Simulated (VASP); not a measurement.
OSZICAR of a VASP run on SnTe:

OSZICAR:
```
       N       E                     dE             d eps       ncg     rms          rms(c)
DAV:   1     0.847855302353E+02    0.84786E+02   -0.72603E+03   252   0.748E+02
DAV:   2     0.505643922268E+00   -0.84280E+02   -0.83604E+02   250   0.211E+02
DAV:   3    -0.594183208007E+01   -0.64475E+01   -0.63568E+01   256   0.636E+01
DAV:   4    -0.613743309687E+01   -0.19560E+00   -0.19558E+00   276   0.122E+01
DAV:   5    -0.613974898651E+01   -0.23159E-02   -0.23159E-02   268   0.120E+00    0.101E+01
DAV:   6    -0.599185653069E+01    0.14789E+00   -0.27791E-01   226   0.268E+00    0.608E+00
DAV:   7    -0.597060134137E+01    0.21255E-01   -0.18369E-01   220   0.204E+00    0.819E-01
DAV:   8    -0.596497345834E+01    0.56279E-02   -0.45440E-02   202   0.122E+00    0.438E-01
DAV:   9    -0.596412727650E+01    0.84618E-03   -0.30578E-03   238   0.372E-01    0.149E-01
DAV:  10    -0.596359937221E+01    0.52790E-03   -0.50432E-04   282   0.131E-01    0.697E-02
DAV:  11    -0.596314438090E+01    0.45499E-03   -0.53998E-04   214   0.139E-01    0.162E-01
DAV:  12    -0.596316924789E+01   -0.24867E-04   -0.11913E-04   214   0.594E-02    0.814E-02
DAV:  13    -0.596344125522E+01   -0.27201E-03   -0.21330E-04   220   0.765E-02    0.901E-02
DAV:  14    -0.596360643788E+01   -0.16518E-03   -0.18811E-05   214   0.257E-02    0.121E-02
DAV:  15    -0.596371541203E+01   -0.10897E-03   -0.12533E-05   214   0.295E-02    0.147E-02
DAV:  16    -0.596378648434E+01   -0.71072E-04   -0.33632E-06   148   0.919E-03    0.707E-03
DAV:  17    -0.596383977457E+01   -0.53290E-04   -0.41584E-06   148   0.595E-03    0.552E-03
DAV:  18    -0.596384146367E+01   -0.16891E-05   -0.12012E-07   158   0.317E-03    0.710E-04
DAV:  19    -0.596384437361E+01   -0.29099E-05   -0.15504E-07   140   0.181E-03    0.127E-03
DAV:  20    -0.596384484455E+01   -0.47094E-06   -0.15280E-08   164   0.893E-04
   1 F= -.59638448E+01 E0= -.59267170E+01  d E =-.742556E-01
```

### Question
Which electronic solver shows in the log?

### Answer
It is blocked Davidson (ALGO = Normal, or the opening steps of other solvers). The INCAR had ALGO = Normal.

### Question
Can the final energy be trusted as converged?

### Answer
Self-consistency was reached. It stopped with EDIFF = 1E-6, NELM = 100 (PBE GGA, plane waves, VASP's PBE PAW potentials (set 64)).  The cell holds a wide vacuum, so values per volume refer to the whole cell.

The cell is a sheet with vacuum, built from a generated structure.
